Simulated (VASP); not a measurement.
The input files of a VASP run:

### INCAR
```
! general
SYSTEM  = SiAg
PREC    = Accurate
ENCUT   = 480
LREAL   = .False.   ! projection in real space or not
LASPH   = .True.   ! aspherical one-centre terms

! electronic loop
EDIFF   = 1E-7   ! SCF stop (eV)
NELM    = 100   ! most electronic steps
ALGO    = Normal   ! blocked Davidson
LMAXMIX = 4

! smearing
ISMEAR  = 1   ! Methfessel-Paxton
SIGMA   = 0.1   ! width (eV)

! functional
GGA     = PS

! ions
ISIF    = 2   ! forces and stress, cell fixed

! output
LWAVE   = .False.
LCHARG  = .False.
```

POSCAR:
```
SiAg
3.8466780
  0.9999999170   0.0000000226   0.0000000000
 -0.4999997960   0.8660251146   0.0000000000
  0.0000000000   0.0000000000   0.6583205166
Ag Si
1 1
Cartesian
  0.0000000000   0.0000000000   0.0000000000
  0.5000005127   0.2886747646   0.3291602583
```

### KPOINTS
```
kpoints
0
Gamma
10 10 12
```

POTCAR, in this order: Ag Si (PBE.64 set). Program: vasp_std.

Task: Write an equivalent input for Ansatz.

Result: One equivalent input (not run):
Ansatz 0.2 input:
```yaml
crystal:
  lattice:
    - [3.8466777, 0.0000001, 0.0000000]
    - [-1.9233382, 3.3313198, 0.0000000]
    - [0.0000000, 0.0000000, 2.5323470]
  atoms:
    - { symbol: Ag, position: [0.0000000, 0.0000000, 0.0000000] }
    - { symbol: Si, position: [0.6666670, 0.3333330, 0.5000000] }
kpoints:
  mp_grid: { grid: [10, 10, 12] }
hamiltonian:
  xc: pbesol
  pseudopotentials: { kind: paw }
scf:
  occupations: { method: methfessel_paxton, width: 0.1 }
  max_iter: 100
output: { forces: true, stress: true, eigenvalues: true }
```
The two are equivalent in intent, not identical: each code has its own PAW files, so the cut-off isn't converted (ENCUT is set for VASP's; basis.ecutwfc is left out, and Ansatz then takes the one that its files recommend); Ansatz stops its SCF on the density residual and VASP on the energy change (EDIFF).

The structure was generated: SiAg was put into the WC type (P-6m2), which need not be its known phase. This cell was strained or had an atom moved on purpose.
